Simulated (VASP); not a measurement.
Input:

```yaml
crystal:
  lattice:
    - [7.24888, 0.00000, 0.00000]
    - [0.00000, 7.24888, 0.00000]
    - [0.00000, 0.00000, 7.24888]
  atoms:
    - { symbol: B, position: [0.49998, 0.99945, 0.99940] }
    - { symbol: B, position: [0.74975, 0.24975, 0.99897] }
    - { symbol: B, position: [0.74991, 0.99911, 0.24956] }
    - { symbol: B, position: [0.99997, 0.99947, 0.99943] }
    - { symbol: B, position: [0.25020, 0.24966, 0.99988] }
    - { symbol: B, position: [0.50000, 0.49946, 0.99947] }
    - { symbol: B, position: [0.74980, 0.74916, 0.99984] }
    - { symbol: B, position: [0.25011, 0.99980, 0.24956] }
    - { symbol: B, position: [0.50142, 0.25153, 0.25172] }
    - { symbol: B, position: [0.74748, 0.49809, 0.25198] }
    - { symbol: B, position: [0.49998, 0.99950, 0.49938] }
    - { symbol: B, position: [0.74772, 0.25159, 0.49803] }
    - { symbol: B, position: [0.74985, 0.99988, 0.74921] }
    - { symbol: B, position: [0.00001, 0.49941, 0.99945] }
    - { symbol: B, position: [0.25026, 0.74919, 0.99902] }
    - { symbol: B, position: [0.00045, 0.24972, 0.24966] }
    - { symbol: B, position: [0.25257, 0.50068, 0.25207] }
    - { symbol: B, position: [0.49869, 0.74739, 0.25172] }
    - { symbol: B, position: [0.00005, 0.99950, 0.49941] }
    - { symbol: B, position: [0.25227, 0.25162, 0.50093] }
    - { symbol: B, position: [0.74770, 0.74736, 0.50081] }
    - { symbol: B, position: [0.25015, 0.99908, 0.74931] }
    - { symbol: B, position: [0.49852, 0.25168, 0.74710] }
    - { symbol: B, position: [0.74742, 0.50078, 0.74683] }
    - { symbol: B, position: [0.99960, 0.74916, 0.24973] }
    - { symbol: B, position: [0.99998, 0.49948, 0.49948] }
    - { symbol: B, position: [0.25240, 0.74729, 0.49813] }
    - { symbol: B, position: [0.99957, 0.24975, 0.74920] }
    - { symbol: B, position: [0.25262, 0.49806, 0.74693] }
    - { symbol: B, position: [0.50142, 0.74737, 0.74720] }
    - { symbol: B, position: [0.00043, 0.74919, 0.74918] }
    - { symbol: N, position: [0.62555, 0.12291, 0.12279] }
    - { symbol: N, position: [0.87651, 0.37391, 0.12296] }
    - { symbol: N, position: [0.87665, 0.12292, 0.37381] }
    - { symbol: N, position: [0.12495, 0.12451, 0.12445] }
    - { symbol: N, position: [0.37528, 0.37463, 0.12477] }
    - { symbol: N, position: [0.62474, 0.62421, 0.12478] }
    - { symbol: N, position: [0.87501, 0.87441, 0.12443] }
    - { symbol: N, position: [0.37516, 0.12465, 0.37459] }
    - { symbol: N, position: [0.63619, 0.36278, 0.36316] }
    - { symbol: N, position: [0.87465, 0.62424, 0.37475] }
    - { symbol: N, position: [0.62481, 0.12464, 0.62419] }
    - { symbol: N, position: [0.87464, 0.37474, 0.62416] }
    - { symbol: N, position: [0.87497, 0.12454, 0.87439] }
    - { symbol: N, position: [0.12352, 0.62496, 0.12301] }
    - { symbol: N, position: [0.37443, 0.87599, 0.12281] }
    - { symbol: N, position: [0.12532, 0.37471, 0.37476] }
    - { symbol: N, position: [0.36393, 0.63609, 0.36325] }
    - { symbol: N, position: [0.62481, 0.87439, 0.37461] }
    - { symbol: N, position: [0.12335, 0.12293, 0.62498] }
    - { symbol: N, position: [0.36380, 0.36286, 0.63562] }
    - { symbol: N, position: [0.63618, 0.63612, 0.63559] }
    - { symbol: N, position: [0.87658, 0.87604, 0.62493] }
    - { symbol: N, position: [0.37440, 0.12289, 0.87604] }
    - { symbol: N, position: [0.62466, 0.37475, 0.87410] }
    - { symbol: N, position: [0.87647, 0.62503, 0.87588] }
    - { symbol: N, position: [0.12348, 0.87594, 0.37390] }
    - { symbol: N, position: [0.12538, 0.62420, 0.62416] }
    - { symbol: N, position: [0.37522, 0.87437, 0.62428] }
    - { symbol: N, position: [0.12354, 0.37392, 0.87596] }
    - { symbol: N, position: [0.37530, 0.62421, 0.87416] }
    - { symbol: N, position: [0.62555, 0.87602, 0.87600] }
    - { symbol: N, position: [0.12496, 0.87444, 0.87445] }
```
Cell charge -1.

Calculation: HSE06 screened hybrid, VASP's PBE PAW potentials (set 64) (plane waves; VASP). Settings: PREC = Normal, LREAL = Auto, ISYM = 0, NELECT = 254.0, EDIFF = 1E-5, 400 eV cut-off, 1×1×1 Γ-centred mesh, Gaussian smearing of 0.050 eV, potentials B N. Starting moments (MAGMOM): 63*0.0317. The cell's moment is fixed (NUPDOWN = 2).

The cell is charged, with a uniform compensating background. The supercell is sampled at Γ alone, which is coarse: total energies, pressure and levels can be off, energies of defects by several tenths of an eV.

What does the run give for the cell moment, energy per atom (σ→0)?

The cell moment is 2.00 μB and the energy per atom (σ→0) comes out as -9.947 eV/atom.

Give the moment on each site (PAW-sphere projection).

| site | moment (μB) |
|---|---|
| B1 | 0.01 |
| B2 | 0.00 |
| B3 | 0.00 |
| B4 | 0.00 |
| B5 | 0.00 |
| B6 | 0.00 |
| B7 | 0.00 |
| B8 | 0.00 |
| B9 | -0.01 |
| B10 | -0.01 |
| B11 | 0.00 |
| B12 | -0.01 |
| B13 | 0.00 |
| B14 | 0.01 |
| B15 | 0.00 |
| B16 | 0.00 |
| B17 | -0.01 |
| B18 | -0.01 |
| B19 | 0.01 |
| B20 | -0.01 |
| B21 | -0.01 |
| B22 | 0.00 |
| B23 | -0.01 |
| B24 | -0.01 |
| B25 | 0.00 |
| B26 | 0.00 |
| B27 | -0.01 |
| B28 | 0.00 |
| B29 | -0.01 |
| B30 | -0.01 |
| B31 | 0.00 |
| N32 | 0.03 |
| N33 | 0.04 |
| N34 | 0.03 |
| N35 | 0.01 |
| N36 | 0.00 |
| N37 | 0.00 |
| N38 | 0.01 |
| N39 | 0.01 |
| N40 | 0.33 |
| N41 | 0.00 |
| N42 | 0.01 |
| N43 | 0.00 |
| N44 | 0.01 |
| N45 | 0.04 |
| N46 | 0.03 |
| N47 | 0.00 |
| N48 | 0.31 |
| N49 | 0.01 |
| N50 | 0.02 |
| N51 | 0.27 |
| N52 | 0.29 |
| N53 | 0.02 |
| N54 | 0.02 |
| N55 | 0.00 |
| N56 | 0.04 |
| N57 | 0.03 |
| N58 | 0.00 |
| N59 | 0.01 |
| N60 | 0.04 |
| N61 | 0.00 |
| N62 | 0.03 |
| N63 | 0.01 |

The cell is a supercell with a defect, built from BN (zinc blende): vac_B, charge -1. The cell's shape comes from a PBE relaxation.
